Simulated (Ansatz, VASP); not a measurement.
# CdSe: VASP beside Ansatz, part 2 of 2

Aim: how closely do two programs agree when they are given the same cell, functional and k mesh?  Valence electrons are named where the data sets of a main pair hold unlike numbers.

VASP 6.6.1 and Ansatz 0.2.0.

So far: Set-up; Ansatz: band structure, r2SCAN0; VASP: band structure, r2SCAN0.

### 3. VASP: band structure, r2SCAN0 (continued)

Level of this step: r2SCAN0; plane waves and PAW (Cd, Se) (VASP).

Numbers of over 12 decimals in the logs are rounded to 6 here.

From OUTCAR (step 3):

```text
ion  position               nearest neighbor table
   1  0.000  0.000  0.000-   2 2.66   2 2.66   2 2.66   2 2.66
   2  0.750  0.750  0.750-   1 2.66   1 2.66   1 2.66   1 2.66

  LATTYP: Found a face centered cubic cell.
 ALAT       =     6.1405423972

 Subroutine GETGRP returns: Found 24 space group operations
 (whereof 24 operations were pure point group operations)

The static configuration has the point symmetry T_d .

 Found      8 irreducible k-points:

   k-points           NKPTS =      8   k-points in BZ     NKDIM =     64   number of bands    NBANDS=     15

   dimension x,y,z NGX =    28 NGY =   28 NGZ =   28
   dimension x,y,z NGXF=    56 NGYF=   56 NGZF=   56

   ENCUT  =  400.0 eV  29.40 Ry    5.42 a.u.   7.08  7.08  7.08*2*pi/ulx,y,z

   NELECT =      18.0000    total number of electrons

 k-points in reciprocal lattice and weights: Automatic mesh
   0.00000000  0.00000000  0.00000000       0.016
   0.25000000  0.00000000  0.00000000       0.125
   0.50000000  0.00000000  0.00000000       0.062
   0.25000000  0.25000000  0.00000000       0.094
   0.50000000  0.25000000  0.00000000       0.375
  -0.25000000  0.25000000  0.00000000       0.188
   0.50000000  0.50000000  0.00000000       0.047
  -0.25000000  0.50000000  0.25000000       0.094

  exchange ACFDT corr.  =         0.00000000  see jH, gK, PRB 81, 115126

 average (electrostatic) potential at core
       1 -37.2344       2 -55.5984

 E-fermi :  -0.3254

 k-point     1 :       0.0000    0.0000    0.0000
  band No.  band energies     occupation
    ...
      5      -9.3501      2.00000
      6      -9.3501      2.00000
      7      -0.4165      2.00000
      8      -0.4165      2.00000
      9      -0.4165      2.00000
     10       2.0144      0.00000
     11       7.6249      0.00000
     12       7.6249      0.00000
     13       7.6249      0.00000
     14      11.4774      0.00000
    ...

 k-point     2 :       0.2500    0.0000    0.0000
  band No.  band energies     occupation
    ...
      5      -9.3490      2.00000
      6      -9.3490      2.00000
      7      -3.1385      2.00000
      8      -0.8279      2.00000
      9      -0.8279      2.00000
     10       3.7593      0.00000
     11       7.5197      0.00000
     12       8.1465      0.00000
     13       8.1465      0.00000
     14      11.7466      0.00000
    ...

 k-point     3 :       0.5000    0.0000    0.0000
  band No.  band energies     occupation
    ...
      5      -9.3316      2.00000
      6      -9.0337      2.00000
      7      -5.0030      2.00000
      8      -1.1916      2.00000
      9      -1.1916      2.00000
     10       3.9021      0.00000
     11       8.0634      0.00000
     12       8.0634      0.00000
     13       8.9266      0.00000
     14      11.7148      0.00000
    ...

  energy-cutoff  :      400.00
  volume of cell :       57.88
      direct lattice vectors                 reciprocal lattice vectors
     0.000000000  3.070271199  3.070271199    -0.162852063  0.162852063  0.162852063
     3.070271199  0.000000000  3.070271199     0.162852063 -0.162852063  0.162852063
     3.070271199  3.070271199  0.000000000     0.162852063  0.162852063 -0.162852063

 POSITION                                       TOTAL-FORCE (eV/Angst)
 -----------------------------------------------------------------------------------
      0.00000      0.00000      0.00000         0.000000      0.000000      0.000000
      4.60541      4.60541      4.60541        -0.000000     -0.000000     -0.000000
 -----------------------------------------------------------------------------------
    total drift:                               -0.000200     -0.000171     -0.000127

  FREE ENERGIE OF THE ION-ELECTRON SYSTEM (eV)
  ---------------------------------------------------
  free  energy   TOTEN  =       -30.3879020034 eV

  energy  without entropy=      -30.3879020034  energy(sigma->0) =      -30.38790200

 total charge
# of ion       s       p       d       tot
------------------------------------------
    1        0.393   0.291   9.604  10.288
    2        1.443   2.486   0.018   3.947
--------------------------------------------------
tot          1.836   2.777   9.622  14.235

[... 3 further parts left out ...]
```

The k-mesh is coarse for unscreened exact exchange, which converges slowly with it. Spin-orbit coupling is off here; it would split degenerate levels, and it lifts a valence top of Se p states by about 0.1 eV. The PAW data sets were made with PBE, which is usual practice but a small mismatch for other functionals.

### 4. Differences

Known differences besides the potentials themselves: exact exchange at q = 0 is treated differently, which shows on coarse meshes; VASP keeps PBE cores, Ansatz makes them for the functional; the data sets hold 36 valence electrons in Ansatz (on its default PAW (the set named soft_2) files) and 18 in VASP; the cutoff is 500 eV in Ansatz and 400 eV in VASP; VASP takes a coarser grid for exact exchange (PRECFOCK = Fast). Total energies have different zeros and are not compared.

Both answers:

| quantity | Ansatz | VASP | difference |
| --- | --- | --- | --- |
| gap over the path points (eV) | 2.421 | 2.431 | -0.010 |

Levels at points of the path, from each program's valence-band top (eV; 4 filled, then empty):

| k (reciprocal lattice) | Ansatz | VASP |
| --- | --- | --- |
| 0.000 0.000 0.000 | -9.03 0.00 0.00 0.00 2.42 8.03 8.03 | -8.93 0.00 0.00 0.00 2.43 8.04 8.04 |
| 0.500 0.000 0.500 | -8.61 -4.27 -1.92 -1.92 4.84 5.66 11.23 | -8.53 -4.27 -1.93 -1.93 4.86 5.67 11.27 |
| 0.500 0.200 0.700 | -8.51 -4.12 -2.32 -2.23 6.55 6.94 9.08 | -8.43 -4.12 -2.32 -2.22 6.56 6.94 9.09 |
| 0.400 0.350 0.750 | -8.54 -4.15 -2.63 -1.62 5.64 7.12 10.05 | -8.45 -4.15 -2.63 -1.63 5.65 7.13 10.07 |
| 0.150 0.150 0.300 | -9.01 -2.43 -0.97 -0.27 4.55 7.47 8.55 | -8.92 -2.43 -0.96 -0.27 4.55 7.48 8.56 |
| 0.200 0.200 0.200 | -9.03 -2.08 -0.29 -0.29 3.92 7.73 8.46 | -8.93 -2.08 -0.29 -0.29 3.92 7.75 8.47 |
| 0.550 0.400 0.550 | -8.65 -4.43 -1.56 -0.99 5.18 7.62 9.02 | -8.57 -4.44 -1.56 -0.99 5.19 7.64 9.03 |
| 0.600 0.250 0.650 | -8.54 -4.15 -2.63 -1.62 5.64 7.12 10.05 | -8.45 -4.15 -2.63 -1.63 5.65 7.13 10.07 |
| 0.500 0.250 0.750 | -8.50 -4.11 -2.37 -2.26 6.94 7.15 8.58 | -8.42 -4.11 -2.36 -2.25 6.95 7.15 8.59 |
| 0.500 0.500 0.500 | -8.70 -4.58 -0.77 -0.77 4.31 8.47 8.47 | -8.62 -4.59 -0.78 -0.78 4.32 8.48 8.48 |

Among the levels compared at these points, filled levels agree within 92 meV and empty ones within 36 meV.

### 5. What came out

| Item | Value |
| --- | --- |
| largest difference of a filled level at the path points (band structure, r2SCAN0) | 92 meV |

The largest difference of a filled level at the path points is 92 meV (band structure, r2SCAN0), beyond the 80 meV picked in this series as the mark of a large difference. The data sets hold unlike numbers of valence electrons (36 in Ansatz and 18 in VASP), so part of the differences comes from the potentials. How closely two codes agree says nothing of how well the functional describes the real material.

[Lines on the potential files, build, host, timing and source positions are cut from VASP's logs without a mark.]

[Logs are printed without paths, hosts, clocks, repeated set-up lines and the standing remarks that a program may print on its own settings, such as how far it seeks lower states.]

[Hosts, paths, dates, database ids (printed as entryN), source tags and the programs' standing remarks are cut or masked in the printed files.]
